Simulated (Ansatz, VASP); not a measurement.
Two plane-wave programs on SbC

```xyz
2
Lattice="0.0000 2.9548 2.9548 2.9548 0.0000 2.9548 2.9548 2.9548 0.0000" Properties=species:S:1:pos:R:3 pbc="T T T"
Sb    0.0000    0.0000    0.0000
C     2.9548    2.9548    2.9548
```

Alike in both runs: task relaxation of cell and atoms; functional PBE; k mesh 6 × 6 × 6; occupations gaussian, width 0.1 eV; no spin polarisation.

|  | VASP | Ansatz |
| --- | --- | --- |
| version | VASP 6.6.1 | Ansatz 0.2.0 |
| potentials or method | VASP PAW PBE potentials, release 64 (Sb, C) | scalar-relativistic, plane waves, PAW |
| plane-wave cutoff (eV) | 600 | 420 |
| valence electrons in the cell | 9 | 19 |

VASP gave:

| Item | Value |
| --- | --- |
| gap on the k mesh at the Fermi level, each at its own relaxed structure (eV) | none |
| relaxed volume (Å³/atom) | 14.57 |
| relaxed cell length with the largest relative difference (Å) | 3.454 |
| energy change over the relaxation (meV/atom) | -1157 |

Estimate Ansatz's values.

gap on the k mesh at the Fermi level, each at its own relaxed structure (eV): none; relaxed volume (Å³/atom): 14.66; relaxed cell length with the largest relative difference (Å): 3.461; energy change over the relaxation (meV/atom): -1140.

A gap of «none» marks a metal or a gap that the smearing closes. The two sets of potentials don't hold the same shells in valence.

Caveats: the volume moved by over 15 % at a fixed basis, so the end points are rough (VASP). Spin-orbit coupling is left out, which matters for the levels of Sb.
